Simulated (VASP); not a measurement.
Given:

```yaml
crystal:
  lattice:
    - [0.00000, 2.83700, 2.83700]
    - [2.83700, 0.00000, 2.83700]
    - [2.83700, 2.83700, 0.00000]
  atoms:
    - { symbol: Ag, position: [0.00000, 0.00000, 0.00000] }
    - { symbol: Br, position: [0.50000, 0.50000, 0.50000] }
```

All values below come from PBEsol GGA, VASP's PBE PAW potentials (set 64) (plane waves; VASP). Run with PREC = Normal, EDIFF = 1E-5, 400 eV cut-off, 9×9×9 Γ-centred mesh, Gaussian smearing of 0.050 eV, potentials Ag Br.

Task: What does the run give for the energy per atom (σ→0)?

Result: 
```json
{
 "energy per atom (σ→0)": "-2.849 eV/atom"
}
```

The absolute energy has meaning only against runs of the same code, potentials and settings.

The compound is AgBr in the rock salt structure. It was relaxed first.
